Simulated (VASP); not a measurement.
Here is the system:

```yaml
crystal:
  lattice:
    - [1.54099, -2.66907, 0.00000]
    - [1.54099, 2.66907, 0.00000]
    - [0.00000, 0.00000, 3.49669]
  atoms:
    - { symbol: Mg, position: [0.00000, 0.00000, 0.00000] }
    - { symbol: B, position: [0.33333, 0.66667, 0.50000] }
    - { symbol: B, position: [0.66667, 0.33333, 0.50000] }
```

Computed with TPSS meta-GGA, VASP's PBE PAW potentials (set 64) (plane waves; VASP 6.6.1). Settings: 520 eV cut-off, 13×13×10 Γ-centred mesh, tetrahedra with Blöchl corrections, potentials Mg B.

Task: Give the energies of bands 1 to 6 at the high-symmetry points, in eV from the Fermi level.

Result: 
| band | Γ | M | K | A | L | H |
|---|---|---|---|---|---|---|
| 1 | -12.66 | -8.73 | -7.43 | -11.37 | -7.73 | -6.50 |
| 2 | -2.88 | -7.96 | -7.43 | -7.46 | -7.02 | -6.50 |
| 3 | 0.39 | -2.17 | -5.90 | 0.79 | -3.57 | -5.21 |
| 4 | 0.39 | 0.31 | 1.93 | 0.79 | -1.86 | -2.00 |
| 5 | 1.85 | 3.25 | 1.93 | 6.85 | -1.25 | -2.00 |
| 6 | 6.50 | 3.91 | 6.39 | 6.85 | 5.79 | 3.75 |

It has no gap at this level: it comes out as a metal or semimetal.

The compound is MgB2 in the AlB2 type structure. It was relaxed first.
